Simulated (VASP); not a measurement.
GdN:

```
Gd N
1.0
     2.56000   -2.56000    0.00000
     2.56000    2.56000    0.00000
     0.00000    0.00000    5.12000
Gd N
2 2
Cartesian
  0.0000 0.0000 0.0000
  2.5600 0.0000 2.5600
  2.5600 0.0000 0.0000
  0.0000 0.0000 2.5600
```

The cell comes from a database or a generator and needn't be the stable form of this composition.

Base run:

| Item | Value |
| --- | --- |
| Program | VASP 6.6.1 |
| Functional | PBE |
| Potentials or basis | VASP PAW PBE potentials, release 64 (Gd, N) |
| Cutoff | 520 eV |
| k mesh | 8 × 8 × 6 |
| Occupations | fermi-dirac, width 0.05 eV |
| Spin | collinear spin, antiferromagnetic start |
| Starting moments | [7.0, -7.0, 0.0, 0.0] μB |
| Hubbard terms | Gd f U = 8 eV |

Its results: band gap on the k mesh 0.16 eV; pressure -8.4 GPa; net moment 0.00 μB per cell; site moments Gd +6.87, -6.87; N -0.04, +0.04 μB.

Q: The run is repeated on the same cell with these changes: spin from collinear spin, antiferromagnetic start to collinear spin, ferromagnetic start; moments at the start from [7.0, -7.0, 0.0, 0.0] to [7.0, 7.0, 0.0, 0.0]. What comes out?

A: Band gap on the k mesh none (metal or under the smearing width); pressure -8.4 GPa; net moment 14.00 μB per cell; site moments Gd +6.88; N -0.11 μB.

Caveats: spin-orbit coupling is left out, which moves the levels of the heavy elements.

A k mesh can miss the band edges.

Not every run made on this cell is shown here.
